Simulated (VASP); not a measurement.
Input:

```yaml
crystal:
  lattice:
    - [0.00000, 3.09982, 3.09982]
    - [3.09982, 0.00000, 3.09982]
    - [3.09982, 3.09982, 0.00000]
  atoms:
    - { symbol: Ba, position: [0.00000, 0.00000, 0.00000] }
    - { symbol: F, position: [0.25000, 0.25000, 0.25000] }
    - { symbol: F, position: [0.75000, 0.75000, 0.75000] }
```

Method: r2SCAN+rVV10, VASP's PBE PAW potentials (set 64) (plane waves; VASP 6.6.1). Settings: 520 eV cut-off, 6×6×6 Γ-centred mesh, Gaussian smearing of 0.050 eV, potentials Ba_sv F.

**Question.** What does the run give for the energy per atom (σ→0)?

**Answer.** 
The energy per atom (σ→0) comes out as -14.771 eV/atom.

Only differences to runs with the same potentials and settings are physical.

The compound is BaF2 in the fluorite structure. The cell was not relaxed at this level.
